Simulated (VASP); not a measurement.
**PbS (relaxed from the h-BN structure, space group P6_3/mmc): computed properties**

Level of theory: r2SCAN meta-GGA, VASP's PBE PAW potentials (set 64) (plane waves; VASP 6.6.1).

```json
{
 "space_group": "P6_3/mmc (194)",
 "cell": "a = 4.9971 Å, b = 4.9971 Å, c = 5.9946 Å, α = 90.00°, β = 90.00°, γ = 120.00°",
 "volume_per_atom": "32.41 Å³/atom",
 "band gap (over mesh and band path)": "1.73 eV",
 "smallest direct gap (over mesh and band path)": "1.73 eV",
 "band_edge_character": "direct, H to H",
 "density": "6.13 g/cm³"
}
```

PbS is taken in the hexagonal space group P6₃/mmc (No. 194), Pearson symbol hP4. Lattice parameters: a = b = 4.9971 Å, c = 5.9946 Å, α = β = 90.00°, γ = 120.00°. Pb on 2c sees 5 S at 2.885–2.997 Å (trigonal bipyramidal). S on 2d has 5 Pb at 2.885–2.997 Å (trigonal bipyramidal). (Neighbours: up to the widest gap in distance over summed covalent radii, below 1.35, at either atom; cation-cation and far metal-metal contacts left out.)

Unless said otherwise, spin-orbit coupling is left out, though it shifts the bands of the heavy elements here.

The structure was generated: PbS was put into the h-BN type (P6_3/mmc), which need not be its known phase. It was relaxed first, which changed the volume by -38 %. Symmetry was kept, so distortions that lower it aren't found.
